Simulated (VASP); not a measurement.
All values below come from r2SCAN meta-GGA, VASP's PBE PAW potentials (set 64) (plane waves; VASP).

VASP input:

File POSCAR:
```
CrGe2
5.9858740
  0.0000000000   0.4999999828   0.4999999828
  0.4999999828   0.0000000000   0.4999999828
  0.4999999828   0.4999999828   0.0000000000
Cr Ge
1 2
Cart
  0.0000000000   0.0000000000   0.0000000000
  0.2499999914   0.2499999914   0.2499999914
  0.7499999742   0.7499999742   0.7499999742
```

**KPOINTS_OPT**
```
k-points along high-symmetry lines
10
Line-mode
Reciprocal
  0.000000   0.000000   0.000000 ! GAMMA
  0.500000   0.000000   0.500000 ! X

  0.500000   0.000000   0.500000 ! X
  0.625000   0.250000   0.625000 ! U

  0.375000   0.375000   0.750000 ! K
  0.000000   0.000000   0.000000 ! GAMMA

  0.000000   0.000000   0.000000 ! GAMMA
  0.500000   0.500000   0.500000 ! L

  0.500000   0.500000   0.500000 ! L
  0.500000   0.250000   0.750000 ! W

  0.500000   0.250000   0.750000 ! W
  0.500000   0.000000   0.500000 ! X
```

File KPOINTS:
```
Automatic mesh
0
Gamma
  10 10 10
```

### INCAR
```
LREAL=.FALSE.
LWAVE=.FALSE.
NEDOS=601
METAGGA=R2SCAN
ALGO=Normal
LMIXTAU=.TRUE.
SYSTEM=CrGe2
ISPIN=2
ENCUT=400
EDIFF=1E-7
NELM=100   # most electronic steps
LASPH=.TRUE.   # aspherical one-centre terms
LCHARG=.FALSE.
ISIF=2
PREC=Accurate
MAGMOM=3.4 2*-0.0
LORBIT=11   # lm-projected
ISMEAR=-5
LMAXMIX=4
LEFG=.TRUE.
```

POTCAR, in this order: Cr_pv Ge_d (PBE.64 set). Program: vasp_std.

What VASP printed:

File OSZICAR:
```
       N       E                     dE             d eps       ncg     rms          rms(c)
DAV:   1     0.285579431107E+03    0.28558E+03   -0.18462E+04  5778   0.344E+03
DAV:   2    -0.559439891553E+01   -0.29117E+03   -0.28627E+03  4888   0.617E+02
DAV:   3    -0.464027026439E+02   -0.40808E+02   -0.40251E+02  5366   0.175E+02
DAV:   4    -0.479907650651E+02   -0.15881E+01   -0.15809E+01  5906   0.376E+01
DAV:   5    -0.480384487831E+02   -0.47684E-01   -0.47630E-01  6864   0.624E+00    0.128E+01
DAV:   6    -0.436860500597E+02    0.43524E+01   -0.36369E+01  5524   0.401E+01    0.144E+01
DAV:   7    -0.421431512659E+02    0.15429E+01   -0.13065E+01  5466   0.233E+01    0.378E+00
DAV:   8    -0.421764349593E+02   -0.33284E-01   -0.62749E-01  5846   0.411E+00    0.195E+00
DAV:   9    -0.422624609170E+02   -0.86026E-01   -0.18263E-01  5556   0.238E+00    0.147E+00
DAV:  10    -0.422827394313E+02   -0.20279E-01   -0.26845E-02  5788   0.101E+00    0.107E+00
DAV:  11    -0.422863203584E+02   -0.35809E-02   -0.75936E-03  6578   0.493E-01    0.633E-01
DAV:  12    -0.422871836302E+02   -0.86327E-03   -0.98500E-03  5780   0.582E-01    0.277E-01
DAV:  13    -0.422881868449E+02   -0.10032E-02   -0.21987E-03  5226   0.320E-01    0.144E-01
DAV:  14    -0.422882077262E+02   -0.20881E-04   -0.25825E-04  5692   0.934E-02    0.375E-02
DAV:  15    -0.422882009806E+02    0.67456E-05   -0.43972E-05  5534   0.434E-02    0.175E-02
DAV:  16    -0.422882019965E+02   -0.10159E-05   -0.13648E-05  5298   0.228E-02    0.543E-03
DAV:  17    -0.422882144608E+02   -0.12464E-04   -0.12838E-06  5888   0.741E-03    0.481E-03
DAV:  18    -0.422882099058E+02    0.45550E-05   -0.80476E-08  3902   0.181E-03    0.530E-04
DAV:  19    -0.422882097843E+02    0.12149E-06   -0.10485E-08  2806   0.753E-04    0.387E-04
DAV:  20    -0.422882092736E+02    0.51064E-06   -0.28470E-09  2768   0.409E-04    0.256E-04
DAV:  21    -0.422882095806E+02   -0.30696E-06   -0.12586E-09  2722   0.226E-04    0.122E-04
DAV:  22    -0.422882094375E+02    0.14307E-06   -0.41076E-10  2680   0.148E-04    0.163E-05
DAV:  23    -0.422882094116E+02    0.25971E-07   -0.14971E-10  2666   0.726E-05
   1 F= -.42288209E+02 E0= -.42288209E+02  d E =0.000000E+00  mag=     3.4104
       N       E                     dE             ncg
       N       E                     dE             ncg
```

### OUTCAR
```
------------------------ aborting loop because EDIFF is reached ----------------------------------------
  FORCE on cell =-STRESS in cart. coord.  units (eV):
  Direction    XX          YY          ZZ          XY          YZ          ZX
  --------------------------------------------------------------------------------------
  Total       -0.1195002     -0.1195002     -0.1195002      0.0000000      0.0000000     -0.0000000
  in kB       -3.5707263     -3.5707263     -3.5707263      0.0000000      0.0000000     -0.0000000
  external PRESSURE =      -3.5707263 kB  Pullay stress =       0.0000000 kB
  volume of cell :       53.62
      direct lattice vectors                 reciprocal lattice vectors
     0.000000000  2.992936897  2.992936897    -0.167059987  0.167059987  0.167059987
     2.992936897  0.000000000  2.992936897     0.167059987 -0.167059987  0.167059987
     2.992936897  2.992936897  0.000000000     0.167059987  0.167059987 -0.167059987
 POSITION                                       TOTAL-FORCE (eV/Angst)
 -----------------------------------------------------------------------------------
      0.00000      0.00000      0.00000        -0.000000     -0.000000      0.000000
      1.49647      1.49647      1.49647         0.000000      0.000000     -0.000000
      4.48941      4.48941      4.48941        -0.000000     -0.000000      0.000000
 -----------------------------------------------------------------------------------
    total drift:                                0.000000      0.000000      0.000000
  FREE ENERGIE OF THE ION-ELECTRON SYSTEM (eV)
  ---------------------------------------------------
  free  energy   TOTEN  =       -42.2882094116 eV

  energy  without entropy=      -42.2882094116  energy(sigma->0) =      -42.28820941

 total charge

# of ion       s       p       d       tot
------------------------------------------
    1        0.490   6.269   4.177  10.936
    2        1.146   1.146  10.030  12.322
    3        1.146   1.146  10.030  12.322
--------------------------------------------------
tot          2.782   8.560  24.237  35.579

 magnetization (x)

# of ion       s       p       d       tot
------------------------------------------
    1        0.119   0.080   3.165   3.364
    2       -0.020  -0.053   0.022  -0.050
    3       -0.020  -0.053   0.022  -0.050
--------------------------------------------------
tot          0.080  -0.026   3.209   3.263

 Electric field gradients after diagonalization (V/A^2)
 (convention: |V_zz| > |V_xx| > |V_yy|)
----------------------------------------------------------------------
 ion       V_xx      V_yy      V_zz     asymmetry (V_yy - V_xx)/ V_zz
----------------------------------------------------------------------
   1       0.002     0.002    -0.004       0.000
   2      -0.000    -0.000     0.000       0.000
   3      -0.000    -0.000     0.000       0.000
```
(Selected blocks of OUTCAR.)

The moments were started parallel, and other spin orders were not tried in this run. For a metal the tetrahedron method with Blöchl corrections gives inexact stress and forces.

The structure was generated: CrGe2 was put into the fluorite type (Fm-3m), which need not be its known phase. It was relaxed first.
